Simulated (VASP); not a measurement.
VASP input:

**INCAR**
```
ISIF  =  3   # ions, shape and volume
EDIFF  =  1E-6
ISMEAR  =  0   # Gaussian
LASPH  =  .TRUE.
SYSTEM  =  TlCl
ENCUT  =  500   # plane-wave cut-off (eV)
LMAXMIX  =  4
SIGMA  =  0.05   # width (eV)
EDIFFG  =  -0.02
PREC  =  Accurate
PSTRESS  =  100
LREAL  =  .FALSE.
LWAVE  =  .FALSE.
NSW  =  40   # most ionic steps
IBRION  =  2
LCHARG  =  .FALSE.
NELM  =  100
ALGO  =  Normal
```

### KPOINTS
```
Automatic mesh
0
G
  8 8 8
```

**POSCAR**
```
TlCl
1.0
  3.4887244125   0.0000000000   0.0000000000
  0.0000000000   3.4887244125   0.0000000000
  0.0000000000   0.0000000000   3.4887244125
Tl Cl
1 1
Cart
  0.0000000000   0.0000000000   0.0000000000
  1.7443622062   1.7443622062   1.7443622062
```

POTCAR, in this order: Tl_d Cl (LDA.64 set). Program: vasp_std.

Problem. Write an equivalent input for Quantum ESPRESSO's pw.x.

Solution. One equivalent input (not run):
```
&CONTROL
  calculation = 'vc-relax'
  pseudo_dir = './pseudo'
  outdir = './out'
  tprnfor = .true.
  tstress = .true.
  nstep = 40
  forc_conv_thr = 0.00078
/
&SYSTEM
  ibrav = 0
  nat = 2
  ntyp = 2
  ecutwfc = 62
  occupations = 'smearing'
  smearing = 'gaussian'
  degauss = 0.003675
  input_dft = 'pz'
/
&ELECTRONS
  conv_thr = 7.3e-08
  electron_maxstep = 100
/
&IONS
/
&CELL
  press = 100
/
ATOMIC_SPECIES
  Tl 204.380 Tl.upf
  Cl 35.450 Cl.upf
CELL_PARAMETERS angstrom
     3.4887244   -0.0000000    0.0000000
     0.0000000    3.4887244    0.0000000
     0.0000000    0.0000000    3.4887244
ATOMIC_POSITIONS crystal
  Tl   0.0000000  0.0000000  0.0000000
  Cl   0.5000000  0.5000000  0.5000000
K_POINTS automatic
  8 8 8 0 0 0
```
What does not carry over: the potentials are each code's own (VASP's PAW set, PseudoDojo norm-conserving files in pw.x), so ENCUT and ecutwfc are chosen apart and not converted; conv_thr bounds pw.x's estimated SCF error, while EDIFF bounds the energy change between steps; forc_conv_thr acts on force components and is met together with etot_conv_thr.

The compound is TlCl in the CsCl type structure. It was relaxed first under an external pressure of 10 GPa.
